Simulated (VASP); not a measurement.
Given:

```
CELL_PARAMETERS angstrom
      0.00000     2.72741     2.72741
      2.72741     0.00000     2.72741
     10.90292    10.90292     0.00673
ATOMIC_POSITIONS crystal
  Ga 0.99920 0.99920 0.00060
  Ga 0.00060 0.00060 0.24955
  P  0.24995 0.24995 0.06254
  P  0.25095 0.25095 0.31179
  P  0.25018 0.25018 0.56236
  P  0.24925 0.24925 0.81306
  Al 0.00053 0.00053 0.49961
  Al 0.99935 0.99935 0.75049
```

The numbers are results of PBEsol GGA, VASP's PBE PAW potentials (set 64) (plane waves; VASP), not measurements. Settings: 400 eV cut-off, 8×8×2 Γ-centred mesh, tetrahedra with Blöchl corrections, potentials Ga_d P Al.

The cores are frozen, which limits the accuracy of field gradients.

Question: Give the principal components of the electric field gradient (V/Å²) and the asymmetry η at each nucleus.

Answer: 
```tsv
atom	Vxx	Vyy	Vzz	η
Ga1	-1.4	-1.4	2.8	0.00
Ga2	1.3	1.3	-2.6	0.00
P3	1.0	1.0	-2.0	0.00
P4	10.6	10.6	-21.2	0.00
P5	-0.8	-0.8	1.6	0.00
P6	-10.4	-10.4	20.9	0.00
Al7	0.5	0.5	-0.9	0.00
Al8	-0.5	-0.5	1.1	0.00
```

The structure was generated: Al2Ga2P4 was put into an ordered model structure (R3m), which need not be its known phase. It was relaxed first.
